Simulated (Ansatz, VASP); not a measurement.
**Co (Cobalt): VASP beside Ansatz**

Aim: how closely do two programs agree when they are given the same cell, functional and k mesh? The cell is taken from a series of runs on this material, whose earlier steps may have relaxed, scaled, displaced or heated it; both programs get it as it stands.

Main program and level: Ansatz 0.2.0; plane waves, with VASP 6.6.1 beside it; relaxation of cell and atoms at LDA.

**1. Set-up**

The structure is hexagonal, space group P6_3/mmc (No. 194). The conventional cell has a = 2.427 Å, b = 2.427 Å, c = 3.921 Å, α = 90.00°, β = 90.00°, γ = 120.00°. Co has 12 Co at 2.41 to 2.43 Å nearest.

As a file:

```cif
data_structure
_symmetry_space_group_name_H-M 'P 1'
_symmetry_Int_Tables_number 1
_cell_length_a 2.4269
_cell_length_b 2.4269
_cell_length_c 3.9211
_cell_angle_alpha 90.000
_cell_angle_beta 90.000
_cell_angle_gamma 120.000
_cell_volume 20.00
loop_
_atom_site_label
_atom_site_type_symbol
_atom_site_fract_x
_atom_site_fract_y
_atom_site_fract_z
_atom_site_occupancy
Co1 Co 0.33333 0.66667 0.25000 1
Co2 Co 0.66667 0.33333 0.75000 1
```

**2. Ansatz: relaxation of cell and atoms, LDA, pair 1**

Ansatz runs on its PAW soft_1 files.

The relaxed volume is the usual yardstick between codes: in a stiff, nearly cubic crystal its relative difference is about their pressure difference at one cell divided by the bulk modulus.

The input, input.yaml:

```yaml
crystal:
  lattice:
    - [2.4269338196, 0.0, 0.0]
    - [-1.2134669098, 2.1017863411, 0.0]
    - [0.0, 0.0, 3.9211116857]
  atoms:
    - { symbol: Co, position: [0.3333333333, 0.6666666667, 0.25], spin: 1.69 }
    - { symbol: Co, position: [0.6666666667, 0.3333333333, 0.75], spin: 1.69 }
kpoints:
  mp_grid: { grid: [24, 24, 14] }
hamiltonian:
  xc: lda
  pseudopotentials: { kind: paw, azcp: { folder: soft_1 }, xc_functional: pbe }
scf:
  occupations: { method: gaussian, width: 0.1 }
output:
  forces: true
  stress: true
  eigenvalues: true
  populations: true
magnetization:
  spin_polarized: true
relax:
  adjacent_minimum: "off"
  f_tol: 0.005
  max_steps: 80
  cell: { stress_tol: 0.05 }
```

Command:

```console
> ansatz run input.yaml --threads 4 --pin off --max-ram 15360MiB --backend cpu --events-out ev --progress --plain --runs-dir out
```

Numbers of over 12 decimals in the logs are rounded to 6 here.

Output:

```text
Engine: ansatz 0.2.0, aarch64-unknown-linux-gnu
Pseudopotentials: kind: paw
Pseudopotential: Co, paw, valence charge 17, recommended cutoff 420 eV (normal), soft_1/Co.paw.azcp
Functional definition: SPW92
  exchange = slater_x
  correlation = pw_c
Crystal: 2 atoms, lattice volume = 20.001 Å³
Basis set: ecut = 420 eV, 391 PW (Γ)
Bands: 23, of which v1, the nominal top of the filled ones, is band 17 counted from 1 (16 counted from 0)
Symmetry: 24 space group operations
Space group: P63/mmc (ITA 194), of the structure as read, at distance tolerance 2.7e-5 Å
Magnetic group: BNS 194.263 (UNI 1493), of the structure as read, at distance tolerance 2.7e-5 Å
k-points: 488 of 8064
Non-local potential: Co, projectors of the file, l = 0: 3, l = 1: 2, l = 2: 3, l = 3: 1
PAW form: soft (Blöchl's): semilocal exchange-correlation on the pseudo side does not see the compensation charge
PAW frozen core: Co, regenerated for the run's functional, and the local potential with it (the file was generated under x = pbe(κ = 0.804, μ = 0.219515), c = pbe(β = 0.066725))
PAW one-centre angular grid: Co, 590 points (default); XC on 64 Gauss nodes
Initial density: superposition of atomic densities (chi_scale 0.1, normalization cell)
Starting moments: Σ|m| = 3.38 μB on 2 of 2 sites
Initial wavefunctions: pseudopotential atomic-orbital guess
Functional: x = slater, c = lda
SCF iter   1: F=—  HF=-10124.923287 eV  |F-HF|=—  |Δ(HF+E_count)|=         —  Δρ=9.67e-2 (↑5.27e-2 ↓9.67e-2)  dr2=2.82e0  dr2_m=9.98e-2  M=3.117 μB ∫|m|=3.210 μB  β_m=0.30  ethr=3.10e-3  ⟨swp⟩=5.4  Hψ=88983  notcnv=0
Mixer restart at iter 1: flushing history
preconditioner: auto → none  [metal: Δε(μ)=0.003 eV  Ē_g=9.754 eV  σ=0.100 eV  W_gap=0.02  n_scr=2 (ndim 8)  ℏωp=35.2 eV  f_vac=0.000  D(μ)=2.30/eV (n_scr^D=34)  sad-step TF]
SCF iter   2: F=—  HF=-10123.790426 eV  |F-HF|=—  |Δ(HF+E_count)|=    1.13e0  Δρ=3.34e-2 (↑2.39e-2 ↓3.34e-2)  dr2=1.06e-1  dr2_m=1.18e-1  M=3.177 μB ∫|m|=3.297 μB  β_m=0.33  ethr=3.10e-3  ⟨swp⟩=3.4  Hψ=48169  notcnv=0  defer=1363
SCF iter   3: F=—  HF=-10124.427263 eV  |F-HF|=—  |Δ(HF+E_count)|=         —  Δρ=3.16e-2 (↑3.16e-2 ↓9.38e-3)  dr2=5.59e-2  dr2_m=5.74e-2  M=3.164 μB ∫|m|=3.308 μB  β_m=0.33  ethr=3.11e-4  ⟨swp⟩=2.1  Hψ=30691  notcnv=0  defer=1363
Mixer restart at iter 3: flushing history
SCF iter   4: F=—  HF=-10124.902789 eV  |F-HF|=—  |Δ(HF+E_count)|=   4.76e-1  Δρ=1.87e-2 (↑1.87e-2 ↓5.33e-3)  dr2=2.39e-2  dr2_m=1.79e-2  M=3.123 μB ∫|m|=3.279 μB  β_m=0.58  ethr=1.64e-4  ⟨swp⟩=3.0  Hψ=39940  notcnv=0  defer=1364
SCF iter   5: F=—  HF=-10125.484468 eV  |F-HF|=—  |Δ(HF+E_count)|=   5.82e-1  Δρ=1.10e-2 (↑1.01e-2 ↓1.10e-2)  dr2=5.07e-2  dr2_m=5.36e-4  M=3.054 μB ∫|m|=3.237 μB  β_m=0.79  ethr=7.02e-5  ⟨swp⟩=3.0  Hψ=44831  notcnv=0  defer=1329
SCF iter   6: F=—  HF=-10125.560028 eV  |F-HF|=—  |Δ(HF+E_count)|=   7.56e-2  Δρ=9.21e-3 (↑9.21e-3 ↓5.23e-3)  dr2=2.10e-2  dr2_m=8.10e-4  M=3.025 μB ∫|m|=3.216 μB  β_m=0.69  ethr=7.02e-5  ⟨swp⟩=2.6  Hψ=45383  notcnv=0  defer=1305
SCF iter   7: F=—  HF=-10125.551807 eV  |F-HF|=—  |Δ(HF+E_count)|=   8.22e-3  Δρ=3.02e-3 (↑3.02e-3 ↓9.92e-4)  dr2=1.48e-3  dr2_m=2.20e-4  M=3.024 μB ∫|m|=3.216 μB  β_m=0.85  ethr=6.17e-5  ⟨swp⟩=2.2  Hψ=35086  notcnv=0  defer=1284
SCF iter   8: F=—  HF=-10125.551157 eV  |F-HF|=—  |Δ(HF+E_count)|=   6.50e-4  Δρ=4.88e-4 (↑4.88e-4 ↓2.35e-4)  dr2=6.49e-6  dr2_m=2.17e-5  M=3.023 μB ∫|m|=3.215 μB  β_m=0.92  ethr=4.34e-6  ⟨swp⟩=2.1  Hψ=31031  notcnv=0  defer=1320
SCF iter   9: F=—  HF=-10125.551174 eV  |F-HF|=—  |Δ(HF+E_count)|=   1.66e-5  Δρ=6.67e-5 (↑6.67e-5 ↓5.73e-5)  dr2=7.84e-8  dr2_m=6.56e-7  M=3.023 μB ∫|m|=3.214 μB  β_m=0.92  ethr=1.91e-8  ⟨swp⟩=2.1  Hψ=39061  notcnv=0  defer=1323
SCF iter  10: F=—  HF=-10125.551175 eV  |F-HF|=—  |Δ(HF+E_count)|=   6.72e-7  Δρ=1.13e-5 (↑3.05e-6 ↓1.13e-5)  dr2=1.92e-8  dr2_m=6.55e-9  M=3.023 μB ∫|m|=3.214 μB  β_m=0.96  ethr=2.31e-10  ⟨swp⟩=2.1  Hψ=39298  notcnv=0  defer=1323
SCF iter  11: F=-10125.551175 eV  HF=-10125.551175 eV  |F-HF|=1.64e-11  |Δ(HF+E_count)|=   1.61e-8  Δρ=7.31e-7 (↑2.06e-7 ↓7.31e-7)  dr2=3.45e-11  dr2_m=3.71e-11  M=3.023 μB ∫|m|=3.214 μB  ethr=5.66e-11  ⟨swp⟩=5.8  Hψ=95890  notcnv=0
SCF 1 converged in 11 iterations: F = -10125.551175 eV  dr2 = 3.45e-11
  greatest PAW one-centre occupation: 1.002 electrons in one spin orbital (limit 2), on the Co atom at site 1 (counted from 0), in its partial waves of l = 1
relax step   1: F+E_penalty+E_count = -10125.55117460 eV  Δ(F+E_penalty+E_count) = +0.000e0 eV  max|allowed force component| = 9.483e-17 eV/Å  Δτ_max = 0.0000 Å  P = +0.117 GPa  Ω = 20.001 Å³  (11 SCF iters, dr2 threshold 1.00e-7 eV, accepted)
[...]
relax step   2: F+E_penalty+E_count = -10125.55119782 eV  Δ(F+E_penalty+E_count) = -2.322e-5 eV  max|allowed force component| = 1.619e-17 eV/Å  Δτ_max = 0.0000 Å  P = +0.050 GPa  Ω = 20.006 Å³  energy of the carried Pulay correction = -4.307e-6 eV  (4 SCF iters, dr2 threshold 2.00e-7 eV, accepted)
[...]
relax step   3: F+E_penalty+E_count = -10125.55120979 eV  Δ(F+E_penalty+E_count) = -1.197e-5 eV  max|allowed force component| = 3.932e-17 eV/Å  Δτ_max = 0.0000 Å  P = +0.015 GPa  Ω = 20.008 Å³  energy of the carried Pulay correction = -6.518e-6 eV  (4 SCF iters, dr2 threshold 8.32e-8 eV, accepted)
[...]
relax step   4: F+E_penalty+E_count = -10125.55121902 eV  Δ(F+E_penalty+E_count) = -9.231e-6 eV  max|allowed force component| = 3.469e-17 eV/Å  Δτ_max = 0.0000 Å  P = +0.017 GPa  Ω = 20.008 Å³  stress off target by 2.05e-2 GPa  SCF on the basis re-selected at this cell (its energy is not comparable with the rows above)  (7 SCF iters)
basis re-selected at this cell: Δ(F+E_penalty+E_count) = -9.231e-6 eV, ΔP = +0.002 GPa vs the last step (what re-selecting the basis moved, of the pressure what is left beyond the Pulay correction that the steps carried, after the strain that the cell walked since its last selection, with what the two solves' SCF thresholds leave and, on support functions, any second-order correction that the steps lacked; it is no m [...]
SCF converged after 7 iterations
Magnetization: 3.0219 μB (18.5110 up, 15.4890 down)
Absolute magnetization: 3.2175 μB (∫|ρ↑−ρ↓|, with the PAW one-centre terms)
Spin contamination: 0.0312 ħ² per cell (⟨S²⟩ above its minimum at these occupations)
Per-site moments (μB) at R_I (Å): [(1.555704, 0.993634), (1.555704, 0.993634)]
Free energy (F): -10125.551219 eV
Harris-Foulkes:  -10125.551219 eV  (|F-HF|=9.09e-12)
Internal energy: -10125.543626 eV  (E = F + TS)
E sigma→0 (E₀):  -10125.547422 eV
Entropy (-TS):   -0.007593 eV (-3.797 meV/atom)
Fermi energy:    20.102860 eV
--- Per-component energies (eV) ---
  E_band       = -433.700287
  E_kinetic    = 588.029260
  E_local      = -5073.936897  (includes V_loc(G=0)·N_el)
  E_nonlocal   = 876.645654
  E_hartree    = 2261.393543
  E_xc         = -185.632547
  E_vxc        = -239.922343  (∫ρ·V_xc dr)
  E_paw        = -3015.008511  (= ΣΔE_a)
  E_vpaw       = -1107.302755  (= ΣTr[D̂ρ^β])
  E_aug_tail   = -0.000037  (compensation charges beyond the density's cutoff)
  E_ewald      = -5577.870593
  E_core_change = 0.836503  (= ΣΔE_core)
  E_smearing   = -0.007593  (= −TS)
  E_closure    = 0.000000  (closes the sum)
  Σ components = -10125.551219   (vs F -10125.551219, Δ=0.00e0)
--- Forces (eV/Å), atoms counted from 1 ---
  atom   1  Co     0.00000000    -0.00000000     0.00000000
  atom   2  Co    -0.00000000     0.00000000    -0.00000000
  max |Σ_I F_I| component: 4.63e-18 eV/Å
--- Stress (GPa, compression-positive) ---
        0.015122       0.000000       0.000000
        0.000000       0.015122      -0.000000
        0.000000      -0.000000       0.020489
  P = ⅓ Tr σ = 0.0169 GPa (0.169 kbar)
--- Band table (eV; the first three rows and the last of 976) ---
  k-point 0 ↑: bands = [... 13 lower, 17.8663, 17.8663, 18.2677, 18.2677, 19.5587, 19.5587, 19.9470, 27.2605, ... 2 higher]
  k-point 1 ↑: bands = [... 13 lower, 17.8491, 17.8491, 18.3078, 18.3078, 19.5563, 19.5563, 19.7305, 27.5800, ... 2 higher]
  k-point 2 ↑: bands = [... 13 lower, 17.8007, 17.8007, 18.4140, 18.4140, 19.1889, 19.5467, 19.5467, 28.4374, ... 2 higher]
  k-point 487 ↓: bands = [... 13 lower, 18.1769, 19.8254, 19.8254, 21.2599, 21.2599, 27.0085, 27.0085, 28.8149, ... 2 higher]
--- Relaxed structure (3 steps of the walk, 3 accepted, 1 SCFs on fresh bases) ---
  F+E_penalty+E_count = -10125.55121902 eV   max|allowed force component| = 3.469e-17 eV/Å   (the final SCF, on the basis selected at the relaxed cell)
  cell:  # Å, volume = 20.0081 Å³
    - [2.428510, 0, 0]
    - [-1.214255, 2.103151, 0]
    - [0, 0, 3.917384]
  atoms:
    - { symbol: Co, position: [0.333333, 0.666667, 0.250000] }
    - { symbol: Co, position: [0.666667, 0.333333, 0.750000] }
--- Löwdin populations: 2 sites ---
  site symbol       q [e]    m [muB]
     0     Co     16.7895     1.5563
     1     Co     16.7895     1.5563
  spilling = 0.012384 (of n_electrons = 34.000000)
```

**3. VASP: relaxation of cell and atoms, LDA, pair 1**

The same cell, functional (in two slightly different forms), mesh and smearing now go to VASP, with its own data sets.

Lines of VASP's logs that name or quote its potential files are left out, and so is its time.

The input, INCAR:

```
SYSTEM = Co
PREC = Accurate
ENCUT = 600
EDIFF = 1E-07
NELM = 200
ISMEAR = 0
SIGMA = 0.1
LREAL = .FALSE.
ALGO = Normal
GGA = CA
NBANDS = 18
ISPIN = 2
MAGMOM = 1.56 1.56
LASPH = .TRUE.
LMAXMIX = 4
LORBIT = 11
LWAVE = .FALSE.
LCHARG = .FALSE.
ISIF = 3
IBRION = 2
NSW = 80
EDIFFG = -0.005
GGA_COMPAT = .FALSE.
NELMIN = 4
KPAR = 2
```

The input, POSCAR:

```
Co
1.0
    2.4269340000      0.0000000000      0.0000000000
   -1.2134670000      2.1017860000      0.0000000000
    0.0000000000      0.0000000000      3.9211120000
Co
2
Direct
    0.3333334126      0.6666668253      0.2500000000
    0.6666665874      0.3333331747      0.7500000000
```

The input, KPOINTS:

```
Automatic mesh
0
Gamma
24 24 14
0 0 0
```

Potentials, in the order of the species: Co (LDA family, release 64).

Command:

```console
> mpirun -np 2 vasp_std
```

Output:

```text
[banner, memory and clock lines left out]
running    2 mpi-ranks, on    1 nodes
 distrk:  each k-point on    1 cores,    2 groups
 distr:  one band on    1 cores,    1 groups

 POSCAR found type information on POSCAR Co
 POSCAR found :  1 types and       2 ions
 LDA part: xc-table for (Slater(with rela. corr.)+CA(PZ))
 , standard interpolation
 POSCAR, INCAR and KPOINTS ok, starting setup
 FFT: planning ... GRIDC
 FFT: planning ... GRID_SOFT
 FFT: planning ... GRID
 WAVECAR not read
 entering main loop
       N       E                     dE             d eps       ncg     rms          rms(c)
DAV:   1     0.855991292500E+02    0.85599E+02   -0.88776E+03 36944   0.152E+03
DAV:   2    -0.147298215535E+02   -0.10033E+03   -0.91043E+02 35228   0.243E+02
DAV:   3    -0.186018213596E+02   -0.38720E+01   -0.37216E+01 38596   0.609E+01
DAV:   4    -0.186620974706E+02   -0.60276E-01   -0.60233E-01 44104   0.645E+00
DAV:   5    -0.186635740988E+02   -0.14766E-02   -0.14765E-02 40336   0.933E-01    0.164E+01
DAV:   6    -0.166486615736E+02    0.20149E+01   -0.86861E+00 37428   0.647E+01    0.736E+00
DAV:   7    -0.162903245092E+02    0.35834E+00   -0.13267E+00 40922   0.231E+01    0.388E+00
DAV:   8    -0.162703790617E+02    0.19945E-01   -0.13234E-02 48954   0.121E+00    0.211E+00
DAV:   9    -0.162544178233E+02    0.15961E-01   -0.26663E-03 55086   0.773E-01    0.719E-01
DAV:  10    -0.162548557953E+02   -0.43797E-03   -0.21663E-04 42986   0.163E-01    0.576E-01
DAV:  11    -0.162554216114E+02   -0.56582E-03   -0.29189E-04 46088   0.320E-01    0.766E-02
DAV:  12    -0.162554279480E+02   -0.63366E-05   -0.33215E-05 45228   0.639E-02    0.233E-02
DAV:  13    -0.162554255706E+02    0.23774E-05   -0.14858E-06 46852   0.142E-02    0.152E-02
DAV:  14    -0.162554272428E+02   -0.16722E-05   -0.40476E-07 34904   0.117E-02    0.466E-03
DAV:  15    -0.162554272669E+02   -0.24048E-07   -0.69951E-08 19324   0.376E-03
   1 F= -.16255427E+02 E0= -.16251435E+02  d E =-.162554E+02  mag=     2.9829
[...]
2 F= -.16255282E+02 E0= -.16251293E+02  d E =0.145111E-03  mag=     2.9696
[...]
3 F= -.16255695E+02 E0= -.16251708E+02  d E =-.267904E-03  mag=     2.9771
 curvature:  -0.22 expect dE=-0.160E-04 dE for cont linesearch -0.164E-07
 trial: gam= 0.06747 g(F)=  0.322E-44 g(S)=  0.716E-04 ort =-0.939E-05 (trialstep = 0.889E+00)
 search vector abs. value=  0.758E-04
 bond charge predicted
       N       E                     dE             d eps       ncg     rms          rms(c)
DAV:   1    -0.162559083100E+02   -0.21320E-03   -0.53869E-03 38310   0.611E-01    0.925E-02
DAV:   2    -0.162557697879E+02    0.13852E-03   -0.24291E-04 44160   0.299E-01    0.511E-02
DAV:   3    -0.162557342853E+02    0.35503E-04   -0.43028E-05 44594   0.117E-01    0.359E-02
DAV:   4    -0.162557241320E+02    0.10153E-04   -0.86171E-06 42488   0.305E-02    0.898E-03
DAV:   5    -0.162557233400E+02    0.79200E-06   -0.12199E-06 46300   0.156E-02    0.230E-03
DAV:   6    -0.162557231830E+02    0.15697E-06   -0.92382E-08 21522   0.617E-03    0.119E-03
DAV:   7    -0.162557231807E+02    0.23570E-08   -0.32151E-08 17924   0.147E-03
   4 F= -.16255723E+02 E0= -.16251748E+02  d E =-.280101E-04  mag=     2.9766
 trial-energy change:   -0.000028  1 .order   -0.000029   -0.000063    0.000006
 step:   0.8108(harm=  0.8150)  dis= 0.00000  next Energy=   -16.255723 (dE=-0.283E-04)
 reached required accuracy - stopping structural energy minimisation
```

Parts of OUTCAR (step 3):

```text
ion  position               nearest neighbor table
   1  0.333  0.667  0.250-   2 2.41   2 2.41   2 2.41   2 2.41   2 2.41   2 2.41
   2  0.667  0.333  0.750-   1 2.41   1 2.41   1 2.41   1 2.41   1 2.41   1 2.41

  LATTYP: Found a hexagonal cell.
 ALAT       =     2.4269340000
 C/A-ratio  =     1.6156648677

 Subroutine GETGRP returns: Found 24 space group operations
 (whereof 12 operations were pure point group operations)

The static configuration has the point symmetry D_3d.
 The point group associated with its full space group is D_6h.

 Found    488 irreducible k-points:

   k-points           NKPTS =    488   k-points in BZ     NKDIM =    488   number of bands    NBANDS=     18

   dimension x,y,z NGX =    20 NGY =   20 NGZ =   32
   dimension x,y,z NGXF=    40 NGYF=   40 NGZF=   64

   ENCUT  =  600.0 eV  44.10 Ry    6.64 a.u.   4.85  4.85  7.83*2*pi/ulx,y,z

   NELECT =      18.0000    total number of electrons

 k-points in reciprocal lattice and weights: Automatic mesh
   0.00000000  0.00000000  0.00000000       0.000
   0.04166667  0.00000000  0.00000000       0.001
   0.08333333  0.00000000  0.00000000       0.001
   0.12500000  0.00000000  0.00000000       0.001
   0.16666667 -0.00000000  0.00000000       0.001
   0.20833333  0.00000000  0.00000000       0.001
   0.25000000  0.00000000  0.00000000       0.001
   0.29166667  0.00000000  0.00000000       0.001
   0.33333333  0.00000000  0.00000000       0.001
[...]
0.33333333  0.29166667  0.50000000       0.001
   0.33333333  0.33333333  0.50000000       0.000

 average (electrostatic) potential at core
       1 -77.0289       2 -77.0289

 E-fermi :  11.1438

 spin component 1
 k-point     1 :       0.0000    0.0000    0.0000
  band No.  band energies     occupation
    ...
      8       9.3728      1.00000
      9       9.3728      1.00000
     10      10.6650      1.00000
     11      10.6650      1.00000
     12      11.1063      0.70183
     13      18.4628      0.00000
     14      33.8190      0.00000
     15      37.1467      0.00000
     16      37.1467      0.00000
     17      37.1780      0.00000
    ...

 k-point     2 :       0.0417    0.0000    0.0000
  band No.  band energies     occupation
    ...
      7       9.0057      1.00000
      8       9.3384      1.00000
      9       9.3511      1.00000
     10      10.1954      1.00000
     11      10.6748      1.00000
     12      11.6512      0.00000
     13      18.4707      0.00000
     14      33.4722      0.00000
     15      35.6959      0.00000
     16      36.2171      0.00000
    ...

 k-point     3 :       0.0833    0.0000    0.0000
  band No.  band energies     occupation
    ...
      7       9.0916      1.00000
      8       9.1861      1.00000
      9       9.2896      1.00000
     10       9.6963      1.00000
     11      10.7015      1.00000
     12      12.4257      0.00000
     13      18.4959      0.00000
     14      32.2359      0.00000
     15      34.6653      0.00000
     16      34.8942      0.00000
    ...

 k-point     4 :       0.1250    0.0000    0.0000
  band No.  band energies     occupation
    ...
      7       9.0038      1.00000
      8       9.1971      1.00000
      9       9.2302      1.00000
     10       9.4437      1.00000
     11      10.7384      1.00000
     12      13.2646      0.00000
     13      18.5424      0.00000
     14      30.4121      0.00000
     15      33.5955      0.00000
     16      34.1262      0.00000
    ...

 k-point     5 :       0.1667   -0.0000    0.0000
  band No.  band energies     occupation
    ...
      7       9.1037      1.00000
      8       9.1746      1.00000
      9       9.3121      1.00000
     10       9.4146      1.00000
     11      10.7790      1.00000
     12      14.1559      0.00000
     13      18.6155      0.00000
     14      28.4600      0.00000
     15      32.3611      0.00000
     16      33.6916      0.00000
    ...

 k-point     6 :       0.2083    0.0000    0.0000
  band No.  band energies     occupation
    ...
      7       9.1990      1.00000
      8       9.3571      1.00000
      9       9.3914      1.00000
     10       9.6350      1.00000
     11      10.8180      1.00000
     12      15.0942      0.00000
     13      18.7190      0.00000
     14      26.5264      0.00000
     15      31.2071      0.00000
     16      33.2049      0.00000
    ...

  Total       -0.0029445     -0.0029445      0.0025941      0.0000000      0.0000000      0.0000000
  in kB       -0.2366802     -0.2366801      0.2085113      0.0000000      0.0000000      0.0000000
  external PRESSURE =      -0.0882830 kB  Pullay stress =       0.0000000 kB

  energy-cutoff  :      600.00
  volume of cell :       19.93
      direct lattice vectors                 reciprocal lattice vectors
     2.426297613 -0.000000000  0.000000000     0.412150593  0.237955312  0.000000000
    -1.213148807  2.101234873 -0.000000000     0.000000000  0.475910624  0.000000000
     0.000000000  0.000000000  3.909717543    -0.000000000  0.000000000  0.255772953

 POSITION                                       TOTAL-FORCE (eV/Angst)
 -----------------------------------------------------------------------------------
     -0.00000      1.40082      0.97743         0.000000     -0.000000      0.000000
      1.21315      0.70041      2.93229        -0.000000      0.000000      0.000000
 -----------------------------------------------------------------------------------
    total drift:                                0.000000      0.000005     -0.000001

  FREE ENERGIE OF THE ION-ELECTRON SYSTEM (eV)
  ---------------------------------------------------
  free  energy   TOTEN  =       -16.2557231807 eV

  energy  without entropy=      -16.2477724780  energy(sigma->0) =      -16.25174783

 reached required accuracy - stopping structural energy minimisation

 total charge
# of ion       s       p       d       tot
------------------------------------------
    1        0.525   0.594   7.342   8.460
    2        0.525   0.594   7.342   8.460
--------------------------------------------------
tot          1.050   1.187  14.684  16.921

 magnetization (x)
# of ion       s       p       d       tot
------------------------------------------
    1       -0.013  -0.040   1.534   1.481
    2       -0.013  -0.040   1.534   1.481
--------------------------------------------------
tot         -0.027  -0.079   3.068   2.962

[... 6 further parts left out ...]
```

The magnetic state follows from one typed start and may not be the lowest.

(Continued in part 2 of 2.)

[Lines on the potential files, build, host, timing and source positions are cut from VASP's logs without a mark.]

[Logs are printed without paths, hosts, clocks, repeated set-up lines and the standing remarks that a program may print on its own settings, such as how far it seeks lower states.]

[Hosts, paths, dates, database ids (printed as entryN), source tags and the programs' standing remarks are cut or masked in the printed files.]
